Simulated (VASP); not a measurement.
The system is SnTe.

```
Sn Te
1.0
     0.00000    3.15085    3.15085
     3.15085    0.00000    3.15085
     3.15085    3.15085    0.00000
Sn Te
1 1
Direct
  0.00000 0.00000 0.00000
  0.50000 0.50000 0.50000
```

| Quantity | Value |
| --- | --- |
| Program | VASP 6.6.1 |
| Task | relaxation of cell and atoms |
| Functional | PBE |
| Potentials or basis | VASP PAW PBE potentials, release 64 (Sn_d, Te) |
| Cutoff | 700 eV |
| k mesh | 8 × 8 × 8 |
| Occupations | gaussian, width 0.02 eV |
| Spin | no spin polarisation |

At the start: pressure 2.3 GPa; volume 31.28 Å³/atom.

Task: How do energy, volume and symmetry change on relaxing?

Result: Over 6 steps the energy falls by 11.3 meV/atom and the volume is 32.96 Å³/atom (+5.4 %); space group Fm-3m (No. 225, to 0.05 Å).

Step by step:
| step | energy change (eV) | largest force (eV/Å) | pressure (GPa) | volume (Å³) |
| --- | --- | --- | --- | --- |
| 1 | 0.0000 | 0.0000 | 2.28 | 62.56 |
| 2 | -0.0216 | 0.0000 | -0.45 | 66.69 |
| 3 | -0.0227 | 0.0000 | 0.02 | 65.89 |
| 4 | -0.0227 | 0.0000 | -0.02 | 65.96 |
| 5 | -0.0227 | 0.0000 | 0.01 | 65.91 |
| 6 | -0.0227 | 0.0000 | 0.00 | 65.93 |

Final structure:
```xyz
2
Lattice="0.0000 3.2064 3.2064 3.2064 0.0000 3.2064 3.2064 3.2064 0.0000" Properties=species:S:1:pos:R:3 pbc="T T T"
Sn    0.0000    0.0000    0.0000
Te    3.2064    3.2064    3.2064
```
